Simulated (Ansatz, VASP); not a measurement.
# Cross-check of Ge23H19 (H-capped Ge nanowire along [111]) between VASP and Ansatz

One calculation is typed for both programs; each brings its own data sets and cutoff. How far apart do they land? The cell is taken from a series of runs on this material, whose earlier steps may have relaxed, scaled, displaced or heated it; both programs get it as it stands.

Method: plane waves, with VASP 6.6.1 beside it; single point at PBE, in Ansatz 0.2.0.

## (1) The starting structure

The cell holds 84 atoms: 46 Ge and 38 H. Cell: a = 19.500 Å, b = 21.124 Å, c = 9.800 Å, α = 90.0°, β = 90.0°, γ = 90.0°. It derives from Ge (diamond-structure). As first built, before any earlier steps moved the atoms (in the runner's words): square section of size parameter 5.53 A cut from diamond-structure Ge (a = 5.658 A) along [111], 1 periods, broken bonds capped with H. Vacuum lies along a and b. The structure's axis is c.

## (2) Ansatz: single point, PBE

Ansatz runs on its default PAW (the set named soft_2) files.

With cell and atoms fixed, the geometry can't cause a difference; cores, projectors, grids and the points listed under the comparison can.

File input.yaml:

```yaml
crystal:
  lattice:
    - [19.5001, 0.0, 0.0]
    - [0.0, 21.12447, 0.0]
    - [0.0, 0.0, 9.79994]
  atoms:
    - { symbol: Ge, position: [0.39715, 0.33726, 3.0e-05] }
    - { symbol: Ge, position: [0.39629, 0.3342, 0.25061] }
    - { symbol: Ge, position: [0.39828, 0.44626, 0.33231] }
    - { symbol: Ge, position: [0.39759, 0.44424, 0.58465] }
    - { symbol: Ge, position: [0.29378, 0.28045, 0.332] }
    - { symbol: Ge, position: [0.29269, 0.28113, 0.58463] }
    - { symbol: Ge, position: [0.29447, 0.39058, 0.66688] }
    - { symbol: Ge, position: [0.29447, 0.39132, 0.91592] }
    - { symbol: Ge, position: [0.39899, 0.66457, 0.99914] }
    - { symbol: Ge, position: [0.39681, 0.66311, 0.24883] }
    - { symbol: Ge, position: [0.29476, 0.50174, 0.00191] }
    - { symbol: Ge, position: [0.29442, 0.50137, 0.25222] }
    - { symbol: Ge, position: [0.29182, 0.60887, 0.33206] }
    - { symbol: Ge, position: [0.29363, 0.60918, 0.58127] }
    - { symbol: Ge, position: [0.29435, 0.71794, 0.66636] }
    - { symbol: Ge, position: [0.29407, 0.71798, 0.91851] }
    - { symbol: Ge, position: [0.39751, 0.55421, 0.6673] }
    - { symbol: Ge, position: [0.39756, 0.55299, 0.91781] }
    - { symbol: Ge, position: [0.60301, 0.33698, 0.00036] }
    - { symbol: Ge, position: [0.60338, 0.33488, 0.2541] }
    - { symbol: Ge, position: [0.60369, 0.44618, 0.33416] }
    - { symbol: Ge, position: [0.60214, 0.44556, 0.58368] }
    - { symbol: Ge, position: [0.50044, 0.28094, 0.33373] }
    - { symbol: Ge, position: [0.50081, 0.28033, 0.58328] }
    - { symbol: Ge, position: [0.49981, 0.38902, 0.66853] }
    - { symbol: Ge, position: [0.49878, 0.3914, 0.91694] }
    - { symbol: Ge, position: [0.60307, 0.66487, 0.99831] }
    - { symbol: Ge, position: [0.6022, 0.66501, 0.25105] }
    - { symbol: Ge, position: [0.49943, 0.49871, 0.00088] }
    - { symbol: Ge, position: [0.4997, 0.50127, 0.24886] }
    - { symbol: Ge, position: [0.49966, 0.60837, 0.33147] }
    - { symbol: Ge, position: [0.50003, 0.61025, 0.58442] }
    - { symbol: Ge, position: [0.49866, 0.71753, 0.66827] }
    - { symbol: Ge, position: [0.5004, 0.71861, 0.91524] }
    - { symbol: Ge, position: [0.60259, 0.55377, 0.66838] }
    - { symbol: Ge, position: [0.6036, 0.55558, 0.91751] }
    - { symbol: Ge, position: [0.70543, 0.28018, 0.33426] }
    - { symbol: Ge, position: [0.70621, 0.28118, 0.58363] }
    - { symbol: Ge, position: [0.70631, 0.39178, 0.66374] }
    - { symbol: Ge, position: [0.70475, 0.39083, 0.91927] }
    - { symbol: Ge, position: [0.70724, 0.50154, 0.99845] }
    - { symbol: Ge, position: [0.70507, 0.50014, 0.2523] }
    - { symbol: Ge, position: [0.70398, 0.60779, 0.33407] }
    - { symbol: Ge, position: [0.70398, 0.60759, 0.58658] }
    - { symbol: Ge, position: [0.70442, 0.71668, 0.6656] }
    - { symbol: Ge, position: [0.70543, 0.71944, 0.91557] }
    - { symbol: H, position: [0.39742, 0.26758, 0.94473] }
    - { symbol: H, position: [0.29528, 0.21288, 0.28209] }
    - { symbol: H, position: [0.23123, 0.31375, 0.28437] }
    - { symbol: H, position: [0.23059, 0.24803, 0.63743] }
    - { symbol: H, position: [0.35826, 0.24717, 0.63705] }
    - { symbol: H, position: [0.23149, 0.42716, 0.61447] }
    - { symbol: H, position: [0.22961, 0.35581, 0.9695] }
    - { symbol: H, position: [0.39807, 0.732, 0.29749] }
    - { symbol: H, position: [0.23015, 0.5355, 0.9486] }
    - { symbol: H, position: [0.23196, 0.46673, 0.2995] }
    - { symbol: H, position: [0.23077, 0.64425, 0.27929] }
    - { symbol: H, position: [0.22949, 0.57579, 0.63596] }
    - { symbol: H, position: [0.22963, 0.75159, 0.61819] }
    - { symbol: H, position: [0.35972, 0.75152, 0.61146] }
    - { symbol: H, position: [0.23057, 0.6855, 0.96838] }
    - { symbol: H, position: [0.29386, 0.78694, 0.96634] }
    - { symbol: H, position: [0.60234, 0.26908, 0.94662] }
    - { symbol: H, position: [0.49902, 0.21396, 0.2814] }
    - { symbol: H, position: [0.56233, 0.24811, 0.63737] }
    - { symbol: H, position: [0.43463, 0.24721, 0.63727] }
    - { symbol: H, position: [0.60382, 0.73299, 0.30098] }
    - { symbol: H, position: [0.43589, 0.75346, 0.61412] }
    - { symbol: H, position: [0.5645, 0.75473, 0.61704] }
    - { symbol: H, position: [0.50173, 0.78755, 0.96847] }
    - { symbol: H, position: [0.77024, 0.31487, 0.27853] }
    - { symbol: H, position: [0.70672, 0.21364, 0.27968] }
    - { symbol: H, position: [0.63888, 0.24746, 0.63709] }
    - { symbol: H, position: [0.76911, 0.24776, 0.63518] }
    - { symbol: H, position: [0.76796, 0.4226, 0.61406] }
    - { symbol: H, position: [0.768, 0.35713, 0.97159] }
    - { symbol: H, position: [0.76917, 0.53448, 0.94768] }
    - { symbol: H, position: [0.76852, 0.46628, 0.29858] }
    - { symbol: H, position: [0.7695, 0.64472, 0.28472] }
    - { symbol: H, position: [0.7686, 0.57532, 0.63215] }
    - { symbol: H, position: [0.643, 0.75131, 0.61625] }
    - { symbol: H, position: [0.76757, 0.75376, 0.61521] }
    - { symbol: H, position: [0.70479, 0.78773, 0.96787] }
    - { symbol: H, position: [0.76718, 0.68385, 0.96711] }
kpoints:
  mp_grid: { grid: [1, 1, 1] }
hamiltonian:
  xc: pbe
scf:
  occupations: { method: fermi_dirac, width: 0.025 }
output:
  forces: true
  populations: true
  dos:
    method: { smearing: { sigma: 0.08 } }
    de: 0.1
    projected:
      site_lists:
        Ge: [Ge]
        H: [H]
        wire: [0, 1, 2, 3, 4, 5, 6, 7, 8, 9, 10, 11, 12, 13, 14, 15, 16, 17, 18, 19, 20, 21, 22, 23, 24, 25, 26, 27, 28, 29, 30, 31, 32, 33, 34, 35, 36, 37, 38, 39, 40, 41, 42, 43, 44, 45]
        hydrogen: [46, 47, 48, 49, 50, 51, 52, 53, 54, 55, 56, 57, 58, 59, 60, 61, 62, 63, 64, 65, 66, 67, 68, 69, 70, 71, 72, 73, 74, 75, 76, 77, 78, 79, 80, 81, 82, 83]
  eigenvalues: true
  write_density: true
  write_potential: true
  volumetric_format: npy
```

Run with:

```console
ansatz run input.yaml --threads 4 --pin off --max-ram 15872MiB --backend cpu --events-out ev --progress --plain --runs-dir out
```

Numbers of over 12 decimals in the logs are rounded to 6 here.

The log of the run:

```text
Engine: ansatz 0.2.0, aarch64-unknown-linux-gnu
Pseudopotentials: kind: paw
Pseudopotential: Ge, paw, valence charge 14, recommended cutoff 420 eV (normal), Ge.paw.azcp
Pseudopotential: H, paw, valence charge 1, recommended cutoff 420 eV (normal), H.paw.azcp
Functional definition: PBE
  parameter kappa = 0.804
  parameter beta = 0.066725
  exchange = pbe_x(kappa = kappa, mu = beta*pi^2/3)
  correlation = pbe_c(beta = beta)
Crystal: 84 atoms, lattice volume = 4036.882 Å³
Basis set: ecut = 420 eV, 78867 PW (Γ), exchange–correlation on 270×288×144 points (8 copies of the dense FFT grid, shifted against one another)
Bands: 425, of which v1, the nominal top of the filled ones, is band 341 counted from 1 (340 counted from 0)
Symmetry: 1 space group operations
Space group: P1 (ITA 1), of the structure as read, at distance tolerance 1.6e-4 Å
k-points: 1
Non-local potential: Ge, projectors of the file, l = 0: 2, l = 1: 2, l = 2: 3, l = 3: 1
Non-local potential: H, projectors of the file, l = 0: 2, l = 1: 1
PAW form: soft (Blöchl's): semilocal exchange-correlation on the pseudo side does not see the compensation charge
PAW one-centre angular grid: Ge, 590 points (default); XC on 64 Gauss nodes
PAW one-centre angular grid: H, 110 points (default); XC on 64 Gauss nodes
Initial density: superposition of atomic densities (neutral atoms: chi_scale 0, normalization atom), corrected by the library's trained network
Initial wavefunctions: pseudopotential atomic-orbital guess
Functional: x = pbe(κ = 0.804, μ = 0.219515), c = pbe(β = 0.066725)
SCF iter   1: F=—  HF=-198162.054578 eV  |F-HF|=—  |Δ(HF+E_count)|=         —  Δρ=1.35e-3  dr2=2.43e-1  ethr=1.77e-3  ⟨swp⟩=6.0  Hψ=1606  notcnv=0  defer=49
preconditioner: auto → Resta (q_TF=auto, 2.029 Å⁻¹)  ε∞=1.5  [insulator: Δε(μ)=2.024 eV  Ē_g=21.815 eV  σ=0.025 eV  W_gap=1.00  n_scr=566 (ndim 8)  ℏωp=15.3 eV  f_vac=0.643  D(μ)=0.00/eV (n_scr^D=0)  ε∞_Penn≈1.5  vacuum switching on, ρ_ref=3.5e-2 e/Å³]
SCF iter   2: F=—  HF=-198162.068000 eV  |F-HF|=—  |Δ(HF+E_count)|=   1.34e-2  Δρ=7.38e-4  dr2=2.37e-1  ethr=3.57e-5  ⟨swp⟩=4.0  Hψ=903  notcnv=0  defer=80
SCF iter   3: F=—  HF=-198162.033872 eV  |F-HF|=—  |Δ(HF+E_count)|=   3.41e-2  Δρ=4.46e-4  dr2=1.34e-2  ethr=3.47e-5  ⟨swp⟩=3.0  Hψ=428  notcnv=0  defer=80
SCF iter   4: F=—  HF=-198162.043166 eV  |F-HF|=—  |Δ(HF+E_count)|=   9.29e-3  Δρ=1.71e-4  dr2=1.66e-3  ethr=1.96e-6  ⟨swp⟩=2.0  Hψ=689  notcnv=0  defer=80
SCF iter   5: F=—  HF=-198162.043518 eV  |F-HF|=—  |Δ(HF+E_count)|=   3.52e-4  Δρ=6.97e-5  dr2=1.79e-4  ethr=2.44e-7  ⟨swp⟩=2.0  Hψ=686  notcnv=0  defer=80
SCF iter   6: F=—  HF=-198162.043682 eV  |F-HF|=—  |Δ(HF+E_count)|=   1.64e-4  Δρ=3.58e-5  dr2=3.54e-4  ethr=2.62e-8  ⟨swp⟩=2.0  Hψ=686  notcnv=0  defer=80
SCF iter   7: F=—  HF=-198162.043609 eV  |F-HF|=—  |Δ(HF+E_count)|=   7.25e-5  Δρ=1.33e-5  dr2=9.48e-6  ethr=2.62e-8  ⟨swp⟩=2.0  Hψ=433  notcnv=0  defer=80
SCF iter   8: F=—  HF=-198162.044020 eV  |F-HF|=—  |Δ(HF+E_count)|=   4.11e-4  Δρ=5.92e-6  dr2=4.85e-6  ethr=1.39e-9  ⟨swp⟩=2.0  Hψ=766  notcnv=0  defer=80
SCF iter   9: F=—  HF=-198162.044022 eV  |F-HF|=—  |Δ(HF+E_count)|=   2.06e-6  Δρ=2.75e-6  dr2=4.31e-7  ethr=7.11e-10  ⟨swp⟩=2.0  Hψ=679  notcnv=0  defer=80
SCF iter  10: F=-198162.044023 eV  HF=-198162.044022 eV  |F-HF|=1.01e-7  |Δ(HF+E_count)|=   3.12e-7  Δρ=1.03e-6  dr2=6.22e-8  ethr=1.47e-11  ⟨swp⟩=20.0  Hψ=3652  notcnv=0
SCF 1 converged in 10 iterations: F = -198162.044023 eV  dr2 = 6.22e-8
  greatest PAW one-centre occupation: 0.998 electrons in one spin orbital (limit 2), on the Ge atom at site 23 (counted from 0), in its partial waves of l = 2
[...]
atom  39  Ge    -1.49195907    -1.20153065     1.00352716
  atom  40  Ge    -0.17763016     0.61119527    -0.72529511
  atom  41  Ge    -1.06469856    -0.89229167     0.74103582
  atom  42  Ge    -0.31908464     0.42325756    -0.85363702
  atom  43  Ge     0.24197938     0.49800828     0.26901088
  atom  44  Ge    -0.35142299     0.61728880    -0.67530759
  atom  45  Ge     1.15487178    -0.29039898     0.55374931
  atom  46  Ge    -0.56474608     0.03287038    -0.45518097
  atom  47  H      0.00808806     0.14442272     0.04125653
  atom  48  H     -0.06367193    -0.55963823    -0.26784700
  atom  49  H     -0.87314528     0.43942278    -0.40511178
  atom  50  H     -0.83665600    -0.45357888     0.32914629
  atom  51  H     -0.44489310     0.03004067    -0.00783402
  atom  52  H     -0.18101722     0.06535391    -0.08681405
  atom  53  H      0.05615625     0.03442959    -0.02006831
  atom  54  H     -0.00569588     0.33784754     0.17809306
  atom  55  H     -0.16737628     0.14199747    -0.09385209
  atom  56  H     -0.79234181    -0.49929770     0.33604861
  atom  57  H     -0.76519219     0.41772986    -0.30797927
  atom  58  H     -0.24770732    -0.17389178     0.11627645
  atom  59  H     -0.34459431     0.21880609    -0.19466795
  atom  60  H     -0.53805261     0.00733901     0.04450917
  atom  61  H     -0.64611918    -0.35329167     0.27703251
  atom  62  H     -0.02846514     0.24341315     0.17102504
[...]
atom  77  H      1.02999020     0.58638517    -0.40676528
  atom  78  H      0.72425148    -0.41507815     0.34971560
  atom  79  H     -0.16727999    -0.15661606     0.04610414
  atom  80  H      0.67966093    -0.39962838     0.32618859
  atom  81  H     -0.54649326     0.44872815    -0.35195332
  atom  82  H      0.21219885    -0.04059333    -0.09620396
  atom  83  H      0.08074777     0.20478204     0.13635910
  atom  84  H      0.55241747    -0.20468377     0.24053089
  max |Σ_I F_I| component: 5.28e-5 eV/Å
--- Band table (eV) ---
  k-point 0: bands = [... 337 lower, -1.9961, -1.9104, -1.8476, -1.3101, 0.7233, 0.8513, 0.8632, 0.8973, ... 80 higher]
--- Löwdin populations: 84 sites ---
  site symbol       q [e]
     0     Ge     13.9216
     1     Ge     13.9825
     2     Ge     13.9886
     3     Ge     13.9848
     4     Ge     13.8230
     5     Ge     13.8317
     6     Ge     13.9203
     7     Ge     13.9158
     8     Ge     13.9902
     9     Ge     13.9221
    10     Ge     13.9155
    11     Ge     13.9112
    12     Ge     13.9023
    13     Ge     13.9245
    14     Ge     13.8413
    15     Ge     13.8336
    16     Ge     13.9835
    17     Ge     13.9893
    18     Ge     13.9171
    19     Ge     13.9866
    20     Ge     13.9854
    21     Ge     13.9820
    22     Ge     13.9123
    23     Ge     13.8302
[...]
76      H      1.0224
    77      H      1.0257
    78      H      1.0323
    79      H      1.0249
    80      H      1.0376
    81      H      1.0336
    82      H      1.0281
    83      H      1.0301
  spilling = 0.003371 (of n_electrons = 682.000000)
```

(Continued in part 2 of 2.)

[Lines on the potential files, build, host, timing and source positions are cut from VASP's logs without a mark.]

[Logs are printed without paths, hosts, clocks, repeated set-up lines and the standing remarks that a program may print on its own settings, such as how far it seeks lower states.]

[Hosts, paths, dates, database ids (printed as entryN), source tags and the programs' standing remarks are cut or masked in the printed files.]
